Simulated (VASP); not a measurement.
Output of a VASP run:

**OSZICAR**
```
       N       E                     dE             d eps       ncg     rms          rms(c)
DAV:   1     0.539926950287E+01    0.53993E+01   -0.30995E+03   384   0.751E+02
DAV:   2    -0.159745943272E+02   -0.21374E+02   -0.20137E+02   512   0.835E+01
DAV:   3    -0.167380665985E+02   -0.76347E+00   -0.76347E+00   536   0.225E+01
DAV:   4    -0.167395707417E+02   -0.15041E-02   -0.15041E-02   536   0.103E+00
DAV:   5    -0.167395748673E+02   -0.41255E-05   -0.41255E-05   528   0.423E-02    0.678E+00
DAV:   6    -0.157160867817E+02    0.10235E+01   -0.90146E-01   416   0.570E+00    0.342E+00
DAV:   7    -0.153768304100E+02    0.33926E+00   -0.11172E+00   384   0.676E+00    0.517E-01
DAV:   8    -0.153861860108E+02   -0.93556E-02   -0.19671E-02   456   0.112E+00    0.920E-02
DAV:   9    -0.153860786612E+02    0.10735E-03   -0.81570E-04   552   0.220E-01    0.175E-02
DAV:  10    -0.153860956206E+02   -0.16959E-04   -0.27518E-05   472   0.509E-02    0.929E-03
DAV:  11    -0.153860953001E+02    0.32046E-06   -0.46249E-06   488   0.117E-02    0.122E-03
DAV:  12    -0.153860953181E+02   -0.18023E-07   -0.13419E-07   448   0.328E-03
   1 F= -.15386095E+02 E0= -.15386095E+02  d E =-.153861E+02
       N       E                     dE             d eps       ncg     rms          rms(c)
DAV:   1    -0.153862671311E+02   -0.17183E-03   -0.10310E-03   496   0.245E-01    0.142E-02
DAV:   2    -0.153862672208E+02   -0.89758E-07   -0.64470E-06   400   0.222E-02    0.885E-03
DAV:   3    -0.153862675515E+02   -0.33065E-06   -0.39190E-06   456   0.136E-02    0.976E-04
DAV:   4    -0.153862675475E+02    0.40140E-08   -0.77516E-08   336   0.223E-03
   2 F= -.15386268E+02 E0= -.15386268E+02  d E =-.172229E-03
       N       E                     dE             d eps       ncg     rms          rms(c)
DAV:   1    -0.153864615919E+02   -0.19404E-03   -0.75173E-03   496   0.661E-01    0.383E-02
DAV:   2    -0.153864615834E+02    0.85205E-08   -0.47134E-05   400   0.599E-02    0.239E-02
DAV:   3    -0.153864632673E+02   -0.16838E-05   -0.28833E-05   448   0.368E-02    0.265E-03
DAV:   4    -0.153864633248E+02   -0.57533E-07   -0.56628E-07   464   0.605E-03
   3 F= -.15386463E+02 E0= -.15386463E+02  d E =-.368007E-03
```

OUTCAR:
```
------------------------ aborting loop because EDIFF is reached ----------------------------------------
  FORCE on cell =-STRESS in cart. coord.  units (eV):
  Direction    XX          YY          ZZ          XY          YZ          ZX
  --------------------------------------------------------------------------------------
  Total       -0.5005616     -0.5005616     -0.5000878      0.0000000      0.0000000      0.0000000
  in kB      -12.8860306    -12.8860306    -12.8738324      0.0000000      0.0000000      0.0000000
  external PRESSURE =     -12.8819646 kB  Pullay stress =       0.0000000 kB
  volume of cell :       62.24
      direct lattice vectors                 reciprocal lattice vectors
     4.541621528  0.000000000  0.000000000     0.220185675 -0.000000000  0.000000000
     0.000000000  4.541621528  0.000000000    -0.000000000  0.220185675  0.000000000
     0.000000000  0.000000000  3.017359673     0.000000000  0.000000000  0.331415578
 POSITION                                       TOTAL-FORCE (eV/Angst)
 -----------------------------------------------------------------------------------
      0.00000      0.00000      0.00000         0.000000      0.000000      0.000000
      2.27081      2.27081      1.50868        -0.000000      0.000000      0.000000
      1.38175      1.38175      0.00000        -0.002182     -0.002182      0.000000
      3.65256      0.88906      1.50868        -0.002182      0.002182     -0.000000
      0.88906      3.65256      1.50868         0.002182     -0.002182      0.000000
      3.15987      3.15987      0.00000         0.002182      0.002182     -0.000000
 -----------------------------------------------------------------------------------
    total drift:                                0.000000      0.000000      0.000000
  FREE ENERGIE OF THE ION-ELECTRON SYSTEM (eV)
  ---------------------------------------------------
  free  energy   TOTEN  =       -15.3864633248 eV

  energy  without entropy=      -15.3864633248  energy(sigma->0) =      -15.38646332

 reached required accuracy - stopping structural energy minimisation
```
(Selected blocks of OUTCAR.)

POSCAR:
```
MgH2
1
    4.5329633027     0.0000000000     0.0000000000
    0.0000000000     4.5329633027     0.0000000000
    0.0000000000     0.0000000000     3.0288973483
Mg H
2 4
Direct
  1.0000000000   0.0000000000   1.0000000000
  0.5000000000   0.5000000000   0.5000000000
  0.3042068298   0.3042068298   0.0000000000
  0.8042068298   0.1957931702   0.5000000000
  0.1957931702   0.8042068298   0.5000000000
  0.6957931702   0.6957931702   1.0000000000
```

**Question.** Write an INCAR and KPOINTS that could have produced this output.

**Answer.** Several could match; the one computed here: the input of the run itself, rev-vdW-DF2, plane waves, VASP's PBE PAW potentials (set 64).

**KPOINTS**
```
Automatic mesh
0
Gamma
5 5 7
0 0 0
```

**INCAR**
```
PREC = Accurate
ISMEAR = 0
NELM = 100
GGA = MK
LREAL = .False.   # projection in real space or not
EDIFF = 1E-7   # SCF stop (eV)
ALGO = Normal
LUSE_VDW = .True.
ISIF = 4
PARAM2 = 0.7114
LASPH = .True.   # aspherical one-centre terms
ENCUT = 520   # plane-wave cut-off (eV)
IBRION = 2   # conjugate gradients
AGGAC = 0.0
SIGMA = 0.05   # width (eV)
EDIFFG = -0.01
PARAM1 = 0.1234568
LCHARG = .False.
ZAB_VDW = -1.8867
LWAVE = .False.
NSW = 30
SYSTEM = MgH2
```

POTCAR, in this order: Mg H (PBE.64 set). Program: vasp_std.

The compound is MgH2 in the rutile structure. This cell is one point of a volume scan, at 1.03 of the reference volume. Symmetry was kept, so distortions that lower it aren't found.
